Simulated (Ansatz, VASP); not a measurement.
# TiO2 (Anatase) in two plane-wave programs

One calculation is typed for both programs; each brings its own data sets. How far apart do they land? The cell is taken from a series of runs on this material, whose earlier steps may have relaxed, scaled, displaced or heated it; both programs get it as it stands.

Method: plane waves, with VASP 6.6.1 beside it; single point at PBE, in Ansatz 0.2.0.

## (1) Set-up

The structure is tetragonal, space group I4_1/amd (No. 141). The conventional cell has a = 3.784 Å, b = 3.784 Å, c = 9.372 Å, α = 90.00°, β = 90.00°, γ = 90.00°. Nearest to Ti lie 6 O at 1.93 to 1.97 Å. Nearest to O lie 3 Ti at 1.93 to 1.97 Å. Farther neighbours and most contacts between anions are not listed.

## (2) Ansatz: single point, PBE, pair 1

Ansatz runs on its default PAW (the set named soft_2) files.

With cell and atoms fixed, the geometry can't cause a difference; cores, projectors, grids and the points listed under the comparison can.

Contents of input.yaml:

```yaml
crystal:
  lattice:
    - [-1.8921, 1.8921, 4.6859405]
    - [1.8921, -1.8921, 4.6859405]
    - [1.8921, 1.8921, -4.6859405]
  atoms:
    - { symbol: Ti, position: [0.0, 0.0, 0.0] }
    - { symbol: Ti, position: [0.75, 0.25, 0.5] }
    - { symbol: O, position: [0.2107238744, 0.2107238744, 0.0] }
    - { symbol: O, position: [0.9607238744, 0.4607238744, 0.5] }
    - { symbol: O, position: [0.5392761256, 0.0392761256, 0.5] }
    - { symbol: O, position: [0.7892761256, 0.7892761256, 0.0] }
kpoints:
  mp_grid: { grid: [8, 8, 8] }
  band_path:
    path:
      - [0.0, 0.0, 0.0]
      - [0.0, 0.0, 0.5]
      - [0.25, 0.25, 0.25]
      - [0.0, 0.5, 0.0]
      - [0.5, 0.5, -0.5]
      - [0.28954641, 0.71045359, -0.28954641]
      - [-0.28954641, 0.28954641, 0.28954641]
      - [-0.07909283, 0.07909283, 0.5]
      - [0.0, 0.0, 0.45]
      - [0.25, 0.25, -0.25]
    npoints: 1
hamiltonian:
  xc: pbe
scf:
  occupations: { method: fermi_dirac, width: 0.02 }
  n_extra_bands: 6
output:
  eigenvalues: true
```

Started as:

```sh
$ ansatz run input.yaml --threads 3 --pin off --max-ram 92160MiB --backend cuda --devices 1 --max-vram 13GiB --events-out ev --progress --plain --runs-dir out
```

Numbers of over 12 decimals in the logs are rounded to 6 here.

What it wrote:

```text
basis.fft_grid_basis auto: the FFT boxes are laid along the combinations [[1, 0, 1], [0, 1, 1], [0, 0, 1]] of the cell's own vectors, 3.784, 3.784 and 5.396 Å long. The dense box has 27×27×40 points. Along the cell's own vectors, as sized, it would have 40×40×40, 2.19 times as many. Of the 16 symmetry operations that the crystal satisfies within crystal.symmetry.tolerance (time reversal apart; of a slab, those that k [...]
scf.n_extra_bands = 6 over 24 filled bands (N_el = 48.0): the run solves 30 bands
GPUs: using 1 of 1 available (devices: 1).
Engine: ansatz 0.2.0, x86_64-unknown-linux-gnu
Pseudopotentials: kind: paw
Pseudopotential: Ti, paw, valence charge 12, recommended cutoff 420 eV (normal), Ti.paw.azcp
Pseudopotential: O, paw, valence charge 6, recommended cutoff 420 eV (normal), O.paw.azcp
Functional definition: PBE
  parameter kappa = 0.804
  parameter beta = 0.066725
  exchange = pbe_x(kappa = kappa, mu = beta*pi^2/3)
  correlation = pbe_c(beta = beta)
device memory: the entry about to start is reckoned to put 2.2 GiB on a device that reports 51.8 GiB free (of which the cap on the GPU budget leaves the run 13.0 GiB)
GPU FFT provider: cuFFT
GPU libraries: cuBLAS 13.8.2, cuFFT 12.4.0, cuSOLVER 12.3.4
Crystal: 6 atoms, lattice volume = 67.103 Å³
Basis set: ecut = 420 eV, 1299 PW (Γ), FFT grids on a1+a3, a2+a3, a3
Bands: 30, of which v1, the nominal top of the filled ones, is band 24 counted from 1 (23 counted from 0)
Symmetry: 16 space group operations
Space group: I41/amd (ITA 141), of the structure as read, at distance tolerance 4.1e-5 Å
k-points: 59 of 512
Non-local potential: Ti, projectors of the file, l = 0: 3, l = 1: 2, l = 2: 3, l = 3: 1
Non-local potential: O, projectors of the file, l = 0: 2, l = 1: 2, l = 2: 1
PAW form: soft (Blöchl's): semilocal exchange-correlation on the pseudo side does not see the compensation charge
PAW one-centre angular grid: Ti, 590 points (default); XC on 64 Gauss nodes
PAW one-centre angular grid: O, 110 points (default); XC on 64 Gauss nodes
Initial density: superposition of atomic densities (neutral atoms: chi_scale 0, normalization atom), corrected by the library's trained network
Initial wavefunctions: pseudopotential atomic-orbital guess
GPU buffer pool allocated for 29160 grid points (all kernels)
GPU transforms: local potential and band sums: pruned to the plane-wave sphere, on 25×25×40
Functional: x = pbe(κ = 0.804, μ = 0.219515), c = pbe(β = 0.066725)
SCF iter   1: F=—  HF=-7277.430352 eV  |F-HF|=—  |Δ(HF+E_count)|=         —  Δρ=3.47e-3  dr2=3.68e-3  ethr=1.77e-3  ⟨swp⟩=6.0  Hψ=7407  notcnv=0
preconditioner: auto → none  [insulator: Δε(μ)=2.112 eV  Ē_g=9.723 eV  σ=0.020 eV  W_gap=1.00  n_scr=14 (ndim 8)  ℏωp=25.6 eV  f_vac=0.096  D(μ)=0.00/eV (n_scr^D=0)  ε∞_Penn≈8.0]
SCF iter   2: F=—  HF=-7277.432005 eV  |F-HF|=—  |Δ(HF+E_count)|=   1.65e-3  Δρ=3.00e-3  dr2=4.90e-3  ethr=7.67e-6  ⟨swp⟩=3.0  Hψ=3847  notcnv=0  defer=118
SCF iter   3: F=—  HF=-7277.431606 eV  |F-HF|=—  |Δ(HF+E_count)|=   4.00e-4  Δρ=1.34e-3  dr2=7.19e-4  ethr=7.67e-6  ⟨swp⟩=2.1  Hψ=2830  notcnv=0  defer=118
SCF iter   4: F=—  HF=-7277.431853 eV  |F-HF|=—  |Δ(HF+E_count)|=   2.47e-4  Δρ=3.87e-4  dr2=4.99e-5  ethr=1.50e-6  ⟨swp⟩=2.0  Hψ=2119  notcnv=0  defer=118
SCF iter   5: F=—  HF=-7277.431754 eV  |F-HF|=—  |Δ(HF+E_count)|=   9.82e-5  Δρ=5.35e-5  dr2=7.05e-7  ethr=1.04e-7  ⟨swp⟩=2.1  Hψ=2449  notcnv=0  defer=118
SCF iter   6: F=-7277.431755 eV  HF=-7277.431755 eV  |F-HF|=4.76e-9  |Δ(HF+E_count)|=   1.11e-6  Δρ=4.22e-6  dr2=5.40e-9  ethr=2.08e-10  ⟨swp⟩=6.5  Hψ=5713  notcnv=0
SCF 1 converged in 6 iterations: F = -7277.431755 eV  dr2 = 5.40e-9
  greatest PAW one-centre occupation: 0.999 electrons in one spin orbital (limit 2), on the Ti atom at site 1 (counted from 0), in its partial waves of l = 0
device memory: the entry about to start is reckoned to put 1.1 GiB on a device that reports 51.7 GiB free (of which the cap on the GPU budget leaves the run 13.0 GiB)
NSCF: frozen V_eff on 10 k-points
SCF converged after 6 iterations
Free energy (F): -7277.431755 eV
Harris-Foulkes:  -7277.431755 eV  (|F-HF|=4.76e-9)
Internal energy: -7277.431755 eV  (E = F + TS)
E sigma→0 (E₀):  -7277.431755 eV
Fermi energy:    8.602492 eV
--- Per-component energies (eV) ---
  E_band       = -446.315914
  E_kinetic    = 1249.888719
  E_local      = -3532.362094  (includes V_loc(G=0)·N_el)
  E_nonlocal   = 196.630596
  E_hartree    = 1370.390924
  E_xc         = -493.311710
  E_vxc        = -624.788730  (∫ρ·V_xc dr)
  E_paw        = -2722.530387  (= ΣΔE_a)
  E_vpaw       = -476.479092  (= ΣTr[D̂ρ^β])
  E_aug_tail   = 0.010141  (compensation charges beyond the density's cutoff)
  E_ewald      = -3346.147944
  E_smearing   = -0.000000  (= −TS)
  E_closure    = 0.000000  (closes the sum)
  Σ components = -7277.431755   (vs F -7277.431755, Δ=0.00e0)
--- Band table (eV; the first three rows and the last of 59) ---
  k-point 0: bands = [... 20 lower, 6.8091, 6.8091, 7.0275, 7.0275, 9.6284, 10.4265, 11.4451, 11.4451, ... 2 higher]
  k-point 1: bands = [... 20 lower, 6.4564, 6.4849, 6.8276, 7.1992, 10.2594, 10.5097, 10.9243, 11.2644, ... 2 higher]
  k-point 2: bands = [... 20 lower, 5.6285, 6.6149, 6.8970, 7.2558, 10.5860, 10.6923, 11.0489, 11.3273, ... 2 higher]
  k-point 58: bands = [... 20 lower, 6.2450, 6.2450, 7.3829, 7.3829, 10.0128, 10.0128, 11.3309, 11.3309, ... 2 higher]
```

In the SCF lines HF is the Harris–Foulkes energy and dr2 the Hartree energy of the density residual, in eV; the loop may stop once dr2 is under the threshold and the program's other checks hold. Hψ counts applications of the Hamiltonian.

## (3) VASP: single point, PBE, pair 1

The same cell, functional, mesh and smearing now go to VASP, with its own data sets.

Lines of VASP's logs that name or quote its potential files are left out, and so is its time.

Contents of INCAR:

```
SYSTEM = TiO2
PREC = Accurate
ENCUT = 520
EDIFF = 1E-06
NELM = 120
ISMEAR = -1
SIGMA = 0.02
LREAL = .FALSE.
ALGO = Normal
GGA = PE
NBANDS = 30
LASPH = .TRUE.
LORBIT = 11
LWAVE = .FALSE.
LCHARG = .FALSE.
ISIF = 2
GGA_COMPAT = .FALSE.
EFERMI = MIDGAP
KPAR = 2
```

Contents of POSCAR:

```
TiO2
1.0
   -1.8921000000      1.8921000000      4.6859405000
    1.8921000000     -1.8921000000      4.6859405000
    1.8921000000      1.8921000000     -4.6859405000
Ti O
2 4
Direct
    0.0000000000      0.0000000000      0.0000000000
    0.7500000000      0.2500000000      0.5000000000
    0.2107238744      0.2107238744      0.0000000000
    0.9607238744      0.4607238744      0.5000000000
    0.5392761256      0.0392761256      0.5000000000
    0.7892761256      0.7892761256      0.0000000000
```

Contents of KPOINTS:

```
Automatic mesh
0
Gamma
8 8 8
0 0 0
```

Potentials, in the order of the species: Ti_sv and O (PBE family, release 64).

Started as:

```sh
$ mpirun -np 2 vasp_std
```

What it wrote:

```text
[banner, memory and clock lines left out]
running    2 mpi-ranks, on    1 nodes
 distrk:  each k-point on    1 cores,    2 groups
 distr:  one band on    1 cores,    1 groups

 POSCAR found type information on POSCAR TiO
 POSCAR found :  2 types and       6 ions
 LDA part: xc-table for (Slater+PW92), standard interpolation
 POSCAR, INCAR and KPOINTS ok, starting setup
 FFT: planning ... GRIDC
 FFT: planning ... GRID_SOFT
 FFT: planning ... GRID
 WAVECAR not read
 entering main loop
       N       E                     dE             d eps       ncg     rms          rms(c)
DAV:   1     0.680531841148E+03    0.68053E+03   -0.24651E+04  3540   0.187E+03
DAV:   2     0.424973567688E+02   -0.63803E+03   -0.60428E+03  3840   0.551E+02
DAV:   3    -0.657110389695E+02   -0.10821E+03   -0.10608E+03  5242   0.208E+02
DAV:   4    -0.705995269684E+02   -0.48885E+01   -0.48828E+01  5016   0.448E+01
DAV:   5    -0.708064117437E+02   -0.20688E+00   -0.20684E+00  4818   0.723E+00    0.326E+01
DAV:   6    -0.541447001731E+02    0.16662E+02   -0.10236E+02  4592   0.980E+01    0.115E+01
DAV:   7    -0.539183071384E+02    0.22639E+00   -0.14751E+01  4480   0.318E+01    0.869E+00
DAV:   8    -0.538519194263E+02    0.66388E-01   -0.26662E+00  4252   0.165E+01    0.322E+00
DAV:   9    -0.537803365436E+02    0.71583E-01   -0.60756E-01  4864   0.701E+00    0.107E+00
DAV:  10    -0.537865872151E+02   -0.62507E-02   -0.82355E-02  4026   0.231E+00    0.501E-01
DAV:  11    -0.537824737033E+02    0.41135E-02   -0.27296E-02  4606   0.110E+00    0.112E-01
DAV:  12    -0.537825167454E+02   -0.43042E-04   -0.27265E-03  3968   0.527E-01    0.971E-02
DAV:  13    -0.537824483104E+02    0.68435E-04   -0.23655E-04  4108   0.172E-01    0.259E-02
DAV:  14    -0.537824538192E+02   -0.55088E-05   -0.82426E-05  4844   0.855E-02    0.174E-02
DAV:  15    -0.537824521646E+02    0.16546E-05   -0.21692E-05  4402   0.443E-02    0.305E-03
DAV:  16    -0.537824521886E+02   -0.23995E-07   -0.68070E-07  2022   0.841E-03
   1 F= -.53782452E+02 E0= -.53782452E+02  d E =0.000000E+00
```

Parts of OUTCAR (step 3):

```text
ion  position               nearest neighbor table
   1  0.000  0.000  0.000-   5 1.93   4 1.93   5 1.93   4 1.93   3 1.97   6 1.97
   2  0.750  0.250  0.500-   6 1.93   3 1.93   6 1.93   3 1.93   4 1.97   5 1.97
   3  0.211  0.211  0.000-   2 1.93   2 1.93   1 1.97
   4  0.961  0.461  0.500-   1 1.93   1 1.93   2 1.97
   5  0.539  0.039  0.500-   1 1.93   1 1.93   2 1.97
   6  0.789  0.789  0.000-   2 1.93   2 1.93   1 1.97

  LATTYP: Found a body centered tetragonal cell.
 ALAT       =     3.7842000000
 C/A-ratio  =     2.4765818403

 Subroutine GETGRP returns: Found 16 space group operations
 (whereof  8 operations were pure point group operations)

The static configuration has the point symmetry D_2d.
 The point group associated with its full space group is D_4h.

 Found     59 irreducible k-points:

   k-points           NKPTS =     59   k-points in BZ     NKDIM =     59   number of bands    NBANDS=     30

   dimension x,y,z NGX =    40 NGY =   40 NGZ =   40
   dimension x,y,z NGXF=    80 NGYF=   80 NGZF=   80

   ENCUT  =  520.0 eV  38.22 Ry    6.18 a.u.  10.03 10.03 10.03*2*pi/ulx,y,z

   NELECT =      48.0000    total number of electrons

 k-points in reciprocal lattice and weights: Automatic mesh
   0.00000000  0.00000000  0.00000000       0.002
   0.12500000  0.00000000  0.00000000       0.016
   0.25000000  0.00000000  0.00000000       0.016
   0.37500000  0.00000000  0.00000000       0.016
   0.50000000  0.00000000  0.00000000       0.008
   0.12500000  0.12500000  0.00000000       0.016
   0.25000000  0.12500000  0.00000000       0.031
   0.37500000  0.12500000  0.00000000       0.031
   0.50000000  0.12500000 -0.00000000       0.031
[...]
-0.37500000 -0.37500000  0.37500000       0.004
   0.50000000  0.50000000  0.50000000       0.002

 average (electrostatic) potential at core
       1 -76.9444       2 -76.9444       3 -70.1909       4 -70.1909       5 -70.1909
       6 -70.1909

 E-fermi :   4.5830

 k-point     1 :       0.0000    0.0000    0.0000
  band No.  band energies     occupation
    ...
     20       2.8018      2.00000
     21       2.8135      2.00000
     22       2.8135      2.00000
     23       3.0369      2.00000
     24       3.0369      2.00000
     25       5.6160      0.00000
     26       6.4130      0.00000
     27       7.4303      0.00000
     28       7.4303      0.00000
     29       7.5027      0.00000
    ...

 k-point     2 :       0.1250    0.0000    0.0000
  band No.  band energies     occupation
    ...
     20       2.4478      2.00000
     21       2.6605      2.00000
     22       2.7865      2.00000
     23       2.8601      2.00000
     24       3.0605      2.00000
     25       5.9803      0.00000
     26       6.4727      0.00000
     27       7.0754      0.00000
     28       7.2864      0.00000
     29       7.3993      0.00000
    ...

 k-point     3 :       0.2500    0.0000    0.0000
  band No.  band energies     occupation
    ...
     20       1.8819      2.00000
     21       2.1452      2.00000
     22       2.7237      2.00000
     23       2.7631      2.00000
     24       2.9968      2.00000
     25       6.5110      0.00000
     26       6.7797      0.00000
     27       6.8560      0.00000
     28       7.1695      0.00000
     29       7.3453      0.00000
    ...

  Total        3.2772674      3.2772674      3.6481223      0.0000000     -0.0000000      0.0000000
  in kB       78.2487708     78.2487708     87.1033874      0.0000000     -0.0000000      0.0000000
  external PRESSURE =      81.2003097 kB  Pullay stress =       0.0000000 kB

  energy-cutoff  :      520.00
  volume of cell :       67.10
      direct lattice vectors                 reciprocal lattice vectors
    -1.892100000  1.892100000  4.685940500     0.000000000  0.264256646  0.106702166
     1.892100000 -1.892100000  4.685940500     0.264256646  0.000000000  0.106702166
     1.892100000  1.892100000 -4.685940500     0.264256646  0.264256646  0.000000000

 POSITION                                       TOTAL-FORCE (eV/Angst)
 -----------------------------------------------------------------------------------
      0.00000      0.00000      0.00000        -0.000000     -0.000000      0.000000
      0.00000      1.89210      2.34297        -0.000000     -0.000000      0.000000
      0.00000      0.00000      1.97488        -0.000000     -0.000000      0.030881
      0.00000      1.89210      4.31785         0.000000      0.000000      0.030881
      0.00000      1.89210      0.36809         0.000000      0.000000     -0.030881
      0.00000      0.00000      7.39700         0.000000      0.000000     -0.030881
 -----------------------------------------------------------------------------------
    total drift:                                0.000000      0.000000     -0.000000

  FREE ENERGIE OF THE ION-ELECTRON SYSTEM (eV)
  ---------------------------------------------------
  free  energy   TOTEN  =       -53.7824521886 eV

  energy  without entropy=      -53.7824521886  energy(sigma->0) =      -53.78245219

 total charge
# of ion       s       p       d       tot
------------------------------------------
    1        2.228   6.310   1.766  10.304
    2        2.228   6.310   1.766  10.304
    3        1.573   3.511   0.000   5.084
    4        1.573   3.511   0.000   5.084
    5        1.573   3.511   0.000   5.084
    6        1.573   3.511   0.000   5.084
--------------------------------------------------
tot         10.749  26.662   3.533  40.944

[... 3 further parts left out ...]
```

The run ends at a pressure of 8.12 GPa, with forces up to 0.031 eV/Å.

## (4) Differences

Known differences besides the potentials themselves: the cutoff is 420 eV in Ansatz and 520 eV in VASP. Total energies have different zeros and are not compared.

Both answers:

| quantity | Ansatz | VASP | difference |
| --- | --- | --- | --- |
| gap on the k mesh (eV) | 2.090 | 2.066 | +0.024 |

A gap on the mesh is an upper bound, since the band edges may lie between its points.

## (5) VASP: single point, PBE, pair 2

With cell and atoms fixed, the geometry can't cause a difference; cores, projectors, grids and the points listed under the comparison can. The cell compared in this pair holds 68.13 Å³, against 67.10 Å³ for the pair before.

INCAR is that of step 3.

Contents of POSCAR:

```
TiO2
1.0
   -1.8921000000      1.8921000000      4.7573000000
    1.8921000000     -1.8921000000      4.7573000000
    1.8921000000      1.8921000000     -4.7573000000
Ti O
2 4
Direct
    0.0000000000      0.0000000000      0.0000000000
    0.7500000000      0.2500000000      0.5000000000
    0.2087892117      0.2087892117      0.0000000000
    0.9587892117      0.4587892117      0.5000000000
    0.5412107883      0.0412107883      0.5000000000
    0.7912107883      0.7912107883      0.0000000000
```

KPOINTS is that of step 3.

Started as:

```sh
$ mpirun -np 2 vasp_std
```

What it wrote:

```text
[... set-up lines as in an earlier step ...]
 entering main loop
       N       E                     dE             d eps       ncg     rms          rms(c)
DAV:   1     0.679100771614E+03    0.67910E+03   -0.24772E+04  3540   0.186E+03
DAV:   2     0.403133321348E+02   -0.63879E+03   -0.60848E+03  3902   0.551E+02
DAV:   3    -0.657952249204E+02   -0.10611E+03   -0.10375E+03  5150   0.206E+02
DAV:   4    -0.707932690966E+02   -0.49980E+01   -0.49913E+01  5062   0.455E+01
[...]
DAV:  14    -0.538276725488E+02   -0.87212E-05   -0.56242E-05  4928   0.665E-02    0.161E-02
DAV:  15    -0.538276709072E+02    0.16415E-05   -0.21368E-05  4412   0.431E-02    0.246E-03
DAV:  16    -0.538276708744E+02    0.32855E-07   -0.74253E-07  1944   0.940E-03
   1 F= -.53827671E+02 E0= -.53827671E+02  d E =0.000000E+00
```

OUTCAR, selected parts (step 5):

```text
  Total        2.3217603      2.3217603      2.3922347      0.0000000      0.0000000      0.0000000
  in kB       54.6033477     54.6033477     56.2607692      0.0000000      0.0000000      0.0000000
  external PRESSURE =      55.1558216 kB  Pullay stress =       0.0000000 kB

 POSITION                                       TOTAL-FORCE (eV/Angst)
 -----------------------------------------------------------------------------------
      0.00000      0.00000      0.00000        -0.000000     -0.000000      0.000000
      0.00000      1.89210      2.37865        -0.000000     -0.000000      0.000000
      0.00000      0.00000      1.98655         0.000000     -0.000000      0.022409
      0.00000      1.89210      4.36520        -0.000000      0.000000      0.022409
      0.00000      1.89210      0.39210        -0.000000      0.000000     -0.022409
      0.00000      0.00000      7.52805         0.000000     -0.000000     -0.022409
 -----------------------------------------------------------------------------------
    total drift:                               -0.000000     -0.000000      0.000000

  FREE ENERGIE OF THE ION-ELECTRON SYSTEM (eV)
  ---------------------------------------------------
  free  energy   TOTEN  =       -53.8276708744 eV

  energy  without entropy=      -53.8276708744  energy(sigma->0) =      -53.82767087

[... 1 part as in an earlier step ...]

[... 2 further parts left out ...]
[key lines of the parts left out:]
E-fermi :   4.4407
```

The run ends at a pressure of 5.52 GPa, with forces up to 0.022 eV/Å.

[end of part 1 of 2]

[Lines on the potential files, build, host, timing and source positions are cut from VASP's logs without a mark.]

[Logs are printed without paths, hosts, clocks, repeated set-up lines and the standing remarks that a program may print on its own settings, such as how far it seeks lower states.]

[Hosts, paths, dates, database ids (printed as entryN), source tags and the programs' standing remarks are cut or masked in the printed files.]
